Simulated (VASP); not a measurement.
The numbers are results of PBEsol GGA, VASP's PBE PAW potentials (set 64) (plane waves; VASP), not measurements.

VASP input:

POSCAR:
```
CaPt5
1
    5.3556600000     0.0000000000     0.0000000000
   -2.6778300000     4.6381380000     0.0000000000
    0.0000000000     0.0000000000     4.3944300000
Ca Pt
1 5
Direct
  0.0003070000   0.0009580000   0.0120460000
  0.3324190000   0.6895110000   0.0319320000
  0.6742000000   0.3365470000  -0.0506120000
  0.5029350000  -0.0007300000   0.4991980000
  0.4909210000   0.5017160000   0.5194180000
 -0.0007820000   0.4719980000   0.4880180000
```

### INCAR
```
ALGO = Normal
EDIFF = 1E-6
ENCUT = 300
GGA = PS
ISIF = 2
ISMEAR = 0
LASPH = .TRUE.
LCHARG = .FALSE.
LMAXMIX = 6
LREAL = .FALSE.
LWAVE = .FALSE.
NELM = 100
PREC = Accurate
SIGMA = 0.1
SYSTEM = CaPt5
```

**KPOINTS**
```
K-points
0
Gamma
  4 4 4
```

POTCAR, in this order: Ca_sv Pt (PBE.64 set). Program: vasp_std.

The resulting files:

### OSZICAR
```
       N       E                     dE             d eps       ncg     rms          rms(c)
DAV:   1     0.299005569566E+03    0.29901E+03   -0.21780E+04  2592   0.105E+03
DAV:   2    -0.244523415033E+02   -0.32346E+03   -0.31130E+03  2948   0.284E+02
DAV:   3    -0.416920542687E+02   -0.17240E+02   -0.16695E+02  3988   0.567E+01
DAV:   4    -0.422164466716E+02   -0.52439E+00   -0.52156E+00  3644   0.904E+00
DAV:   5    -0.422282306252E+02   -0.11784E-01   -0.11777E-01  3600   0.134E+00    0.260E+01
DAV:   6    -0.393781553992E+02    0.28501E+01   -0.14672E+01  3004   0.206E+01    0.141E+01
DAV:   7    -0.393003647965E+02    0.77791E-01   -0.27403E+00  2952   0.118E+01    0.777E+00
DAV:   8    -0.391377074397E+02    0.16266E+00   -0.11661E+00  2864   0.913E+00    0.394E+00
DAV:   9    -0.390983360496E+02    0.39371E-01   -0.16630E-01  3120   0.310E+00    0.506E-01
DAV:  10    -0.390956885220E+02    0.26475E-02   -0.22008E-02  3072   0.103E+00    0.211E-01
DAV:  11    -0.390953145475E+02    0.37397E-03   -0.24471E-03  2944   0.336E-01    0.121E-01
DAV:  12    -0.390952912366E+02    0.23311E-04   -0.64531E-04  3100   0.197E-01    0.753E-02
DAV:  13    -0.390952795890E+02    0.11648E-04   -0.19451E-04  2800   0.112E-01    0.208E-02
DAV:  14    -0.390952826506E+02   -0.30616E-05   -0.27613E-05  3424   0.368E-02    0.733E-03
DAV:  15    -0.390952832929E+02   -0.64230E-06   -0.51023E-06  2840   0.152E-02
   1 F= -.39095283E+02 E0= -.39083284E+02  d E =-.239978E-01
```

File OUTCAR:
```
------------------------ aborting loop because EDIFF is reached ----------------------------------------
  FORCE on cell =-STRESS in cart. coord.  units (eV):
  Direction    XX          YY          ZZ          XY          YZ          ZX
  --------------------------------------------------------------------------------------
  Total        0.2789734      0.1759973      2.2021316      0.1449338      0.6961920     -0.2539378
  in kB        4.0946250      2.5831955     32.3217333      2.1272623     10.2183406     -3.7271656
  external PRESSURE =      12.9998512 kB  Pullay stress =       0.0000000 kB
  volume of cell :      109.16
      direct lattice vectors                 reciprocal lattice vectors
     5.355660000  0.000000000  0.000000000     0.186718350  0.107801881  0.000000000
    -2.677830000  4.638138000  0.000000000     0.000000000  0.215603762  0.000000000
     0.000000000  0.000000000  4.394430000     0.000000000  0.000000000  0.227560799
 POSITION                                       TOTAL-FORCE (eV/Angst)
 -----------------------------------------------------------------------------------
     -0.00092      0.00444      0.05294        -0.039472      0.125379     -0.008417
     -0.06607      3.19805      0.14032         0.436239     -0.532391     -2.531350
      2.70957      1.56095      4.17202         0.109120      0.076688      4.069333
      0.01767      4.63475      2.19369        -0.512506     -0.169211     -0.076212
      1.28570      2.32703      2.28255         0.761313     -0.173368     -1.386399
      4.08754      2.18919      2.14456        -0.754694      0.672903     -0.066956
 -----------------------------------------------------------------------------------
    total drift:                                0.000126     -0.000065      0.000370
  FREE ENERGIE OF THE ION-ELECTRON SYSTEM (eV)
  ---------------------------------------------------
  free  energy   TOTEN  =       -39.0952832929 eV

  energy  without entropy=      -39.0712855207  energy(sigma->0) =      -39.08328441
```
(Selected blocks of OUTCAR.)

At this cut-off the stress carries a Pulay error, which pulls relaxed volumes low.

The structure comes from a computed database's CaPt5 entry; how it stands against other phases isn't given here. The cell was not relaxed at this level, atoms are displaced from their ideal sites. The k-mesh is coarse (spacing up to 0.36 per Å, 2π included), so the numbers may not be converged in it. The run is one of a series of settings (GGA = PS, POTCAR Ca_sv Pt (PBE.64 set) against the base run), some of them coarse on purpose.
